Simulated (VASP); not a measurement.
Input for VASP

### KPOINTS
```
Automatic mesh
0
Gamma
12 12 12
0 0 0
```

File POSCAR:
```
W
1
   -1.6116000000     1.6116000000     1.6116000000
    1.6116000000    -1.6116000000     1.6116000000
    1.6116000000     1.6116000000    -1.6116000000
W
1
Direct
  0.0000000000   0.0000000000   0.0000000000
```

INCAR:
```
SYSTEM = W
PREC = Accurate
ENCUT = 400
EDIFF = 1E-6
NELM = 100
ALGO = Normal
LREAL = .FALSE.
LASPH = .TRUE.
ISMEAR = 1
SIGMA = 0.1
GGA = PE
LMAXMIX = 6
LWAVE = .FALSE.
LCHARG = .FALSE.
ISIF = 2
LEPSILON = .TRUE.
```

POTCAR, in this order: W_sv (PBE.64 set). Program: vasp_std.

What VASP printed:

standard output:
```
...
 Linear response to external field (no local field effect), progress :
  Direction:   2
       N       E                     dE             d eps       ncg     rms          rms(c)
RMM:   1    -0.108912299233E+01   -0.10891E+01   -0.73060E+00  2492   0.111E+01
RMM:   2    -0.119693284274E+01   -0.10781E+00   -0.28362E-02  2633   0.132E+00
RMM:   3    -0.119712776603E+01   -0.19492E-03   -0.78231E-04  2766   0.228E-01
RMM:   4    -0.119713300748E+01   -0.52415E-05   -0.32587E-05  2920   0.550E-02
RMM:   5    -0.119713315165E+01   -0.14417E-06   -0.51701E-07  2624   0.712E-03
 change of polarisation eV/A/(eV/A) component  2 :     0.250     2.394     0.492
 dielectric tensor                  component  2 :     2.701    26.877     5.315
 Linear response to external field (no local field effect), progress :
  Direction:   3
       N       E                     dE             d eps       ncg     rms          rms(c)
RMM:   1    -0.749892311108E+01   -0.74989E+01   -0.65526E+01  2508   0.119E+01
RMM:   2    -0.827493924654E+01   -0.77602E+00   -0.52456E-02  2616   0.132E+00
RMM:   3    -0.827525533003E+01   -0.31608E-03   -0.11770E-03  2733   0.221E-01
RMM:   4    -0.827526260946E+01   -0.72794E-05   -0.56561E-05  2813   0.467E-02
RMM:   5    -0.827526290363E+01   -0.29417E-06   -0.86008E-07  2529   0.633E-03
 change of polarisation eV/A/(eV/A) component  3 :    -0.075     0.492    16.551
 dielectric tensor                  component  3 :    -0.811     5.315   179.874
 Linear response to external field, progress :
  Direction:   1
       N       E                     dE             d eps       ncg     rms          rms(c)
RMM:   1    -0.315388107115E+01   -0.31539E+01   -0.25959E+01  5475   0.114E+01
RMM:   2    -0.347983077677E+01   -0.32595E+00   -0.35949E-02  5860   0.128E+00    0.744E-01
RMM:   3    -0.347630437271E+01    0.35264E-02   -0.65914E-03  5725   0.925E-01    0.391E-01
RMM:   4    -0.348077116912E+01   -0.44668E-02   -0.47556E-03  6028   0.879E-01    0.953E-02
RMM:   5    -0.348297732904E+01   -0.22062E-02   -0.27594E-04  6265   0.219E-01    0.108E-02
RMM:   6    -0.348335654728E+01   -0.37922E-03   -0.14706E-05  6174   0.423E-02    0.319E-03
RMM:   7    -0.348340323292E+01   -0.46686E-04   -0.10685E-06  5969   0.111E-02    0.101E-03
RMM:   8    -0.348340272504E+01    0.50788E-06   -0.96266E-07  5590   0.353E-03    0.873E-05
 change of polarisation eV/A/(eV/A) component  1 :     6.949     0.060     0.353
 dielectric tensor                  component  1 :    76.102     0.653     3.812
 Linear response to external field, progress :
  Direction:   2
       N       E                     dE             d eps       ncg     rms          rms(c)
RMM:   1    -0.315389035000E+01   -0.31539E+01   -0.25959E+01  5476   0.114E+01
RMM:   2    -0.347983483460E+01   -0.32594E+00   -0.35898E-02  5859   0.128E+00    0.744E-01
RMM:   3    -0.347630847002E+01    0.35264E-02   -0.65726E-03  5728   0.925E-01    0.391E-01
RMM:   4    -0.348077493887E+01   -0.44665E-02   -0.47557E-03  6034   0.879E-01    0.953E-02
RMM:   5    -0.348298120662E+01   -0.22063E-02   -0.27484E-04  6272   0.218E-01    0.108E-02
RMM:   6    -0.348335928413E+01   -0.37808E-03   -0.14299E-05  6170   0.419E-02    0.318E-03
RMM:   7    -0.348340620046E+01   -0.46916E-04   -0.83031E-07  5975   0.110E-02    0.990E-04
RMM:   8    -0.348340565471E+01    0.54575E-06    0.11097E-06  5601   0.349E-03    0.878E-05
 change of polarisation eV/A/(eV/A) component  2 :     0.095     6.949     0.389
 dielectric tensor                  component  2 :     1.024    76.102     4.204
 Linear response to external field, progress :
  Direction:   3
       N       E                     dE             d eps       ncg     rms          rms(c)
RMM:   1    -0.315410059284E+01   -0.31541E+01   -0.25961E+01  5488   0.113E+01
RMM:   2    -0.347984008361E+01   -0.32574E+00   -0.35890E-02  5860   0.128E+00    0.744E-01
RMM:   3    -0.347631294629E+01    0.35271E-02   -0.65904E-03  5722   0.925E-01    0.391E-01
RMM:   4    -0.348077977394E+01   -0.44668E-02   -0.47561E-03  6026   0.879E-01    0.953E-02
RMM:   5    -0.348298717037E+01   -0.22074E-02   -0.27533E-04  6272   0.218E-01    0.108E-02
RMM:   6    -0.348336526406E+01   -0.37809E-03   -0.14478E-05  6169   0.420E-02    0.318E-03
RMM:   7    -0.348341197849E+01   -0.46714E-04   -0.10645E-06  5973   0.110E-02    0.995E-04
RMM:   8    -0.348341155047E+01    0.42802E-06   -0.14055E-06  5576   0.349E-03    0.863E-05
 change of polarisation eV/A/(eV/A) component  3 :     0.066     0.341     6.949
 dielectric tensor                  component  3 :     0.716     3.687    76.102
 Born effective charges drift removed
```

**OUTCAR**
```
------------------------ aborting loop because EDIFF is reached ----------------------------------------

 HEAD OF MICROSCOPIC STATIC DIELECTRIC TENSOR (INDEPENDENT PARTICLE, excluding Hartree and local field effects)
 ------------------------------------------------------
          76.223106     0.000000    -0.000000
          -0.000000    76.223106     0.000000
           0.000000     0.000000    76.223106
 ------------------------------------------------------

 MACROSCOPIC STATIC DIELECTRIC TENSOR (including local field effects in DFT)
 ------------------------------------------------------
          76.101857     0.000000     0.000000
           0.000000    76.101857     0.000000
          -0.000000     0.000000    76.101857
 ------------------------------------------------------

 PIEZOELECTRIC TENSOR (including local field effects)  for field in x, y, z        (e  Angst)
          XX          YY          ZZ          XY          YZ          ZX
  --------------------------------------------------------------------------------
  x     0.00000     0.00000     0.00000     0.00000     0.00000     0.00000
  y     0.00000     0.00000     0.00000     0.00000     0.00000     0.00000
  z     0.00000     0.00000     0.00000     0.00000     0.00000     0.00000

 PIEZOELECTRIC TENSOR (including local field effects)  for field in x, y, z        (C/m^2)
          XX          YY          ZZ          XY          YZ          ZX
  --------------------------------------------------------------------------------
  x     0.00000     0.00000     0.00000     0.00000     0.00000     0.00000
  y     0.00000     0.00000     0.00000     0.00000     0.00000     0.00000
  z     0.00000     0.00000     0.00000     0.00000     0.00000     0.00000

 BORN EFFECTIVE CHARGES (including local field effects) (in |e|, cummulative output)
 ---------------------------------------------------------------------------------
 ion    1
    1     0.00000     0.00000     0.00000
    2     0.00000     0.00000     0.00000
    3     0.00000     0.00000     0.00000
```
(Selected blocks of OUTCAR.)

Q: The run ends quietly. Is anything wrong with it?

A: The cause: LEPSILON was set for a metal. The run ends without an error. Against the sound run, the energy per atom (σ→0) is nearly the same; the pressure is nearly the same. To mend it, drop LEPSILON, since a metal has no finite static dielectric tensor or Born charges. The plain static run on this cell (PBE GGA, plane waves, VASP's PBE PAW potentials (set 64)) converges, and its OSZICAR ends with
```
   1 F= -.12937953E+02 E0= -.12937988E+02  d E =0.104414E-03
```

The compound is W in the bcc structure. The cell was not relaxed at this level.
